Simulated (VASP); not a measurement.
The system is Be4CN.

```
Be C N
1.0
     4.27461    0.00000    0.00000
    -2.13730    3.70192    0.00000
     0.00000    0.00000    3.32754
Be C N
4 1 1
Cartesian
  2.1373 1.2340 0.0000
  2.1373 0.0078 1.6638
  3.1992 1.8471 1.6638
  1.0754 1.8471 1.6638
  0.0000 0.0000 0.0000
  0.0000 2.4679 0.0000
```

The cell was built by a generator and needn't be a form met in nature.

- Program: VASP 6.6.1
- Task: relaxation of cell and atoms
- Functional: RPBE
- Potentials or basis: VASP PAW PBE potentials, release 64 (Be, C, N)
- Cutoff: 600 eV
- k mesh: 7 × 7 × 8
- Occupations: gaussian, width 0.05 eV
- Spin: no spin polarisation

At the start: pressure -5.3 GPa; volume 8.78 Å³/atom.

Q: How do energy, volume and symmetry change on relaxing?

A: Over 26 steps the energy falls by 438.2 meV/atom and the volume is 9.47 Å³/atom (+7.9 %); space group P-6m2 (No. 187, to 0.05 Å).

Step by step:
```tsv
step	energy change (eV)	largest force (eV/Å)	pressure (GPa)	volume (Å³)
1	0.0000	0.3882	-5.28	52.66
2	-0.2934	0.0864	-3.07	50.44
3	-0.9647	0.7232	19.34	43.66
4	-1.0800	0.6726	20.42	43.63
5	-1.3151	0.4179	25.10	43.44
6	-1.1583	0.6178	42.55	42.54
7	-1.3355	0.7058	40.40	43.42
8	-1.5267	0.9437	36.29	45.99
9	-0.7964	3.7669	34.67	50.62
10	-1.5096	1.2577	36.01	46.94
11	-1.9256	0.7161	26.61	48.86
12	-2.5392	0.5032	5.49	54.89
13	-2.5712	0.7178	1.42	56.55
14	-2.5721	0.7675	0.51	56.96
15	-2.5992	0.5330	0.23	57.15
16	-2.6255	0.0277	-0.36	57.60
17	-2.6259	0.0294	-0.29	57.53
18	-2.6268	0.0360	-0.06	57.32
19	-2.6279	0.0532	0.40	56.91
20	-2.6284	0.0301	0.23	56.92
21	-2.6288	0.0424	-0.31	56.95
22	-2.6289	0.0196	-0.14	56.94
23	-2.6289	0.0216	-0.16	56.94
24	-2.6290	0.0105	-0.14	56.90
25	-2.6290	0.0019	-0.13	56.87
26	-2.6290	0.0028	-0.03	56.82
```

Final structure:
```
Be C N
1.0
     5.29189    0.00000    0.00000
    -2.64595    4.58291    0.00000
     0.00000    0.00000    2.34289
Be C N
4 1 1
Direct
  0.66667 0.33333 0.00000
  0.46904 0.93808 0.50000
  0.06192 0.53096 0.50000
  0.46904 0.53096 0.50000
  0.00000 0.00000 0.00000
  0.33333 0.66667 0.00000
```

Caveat: the PAW data sets were made with another functional, which shifts forces and pressure a little.
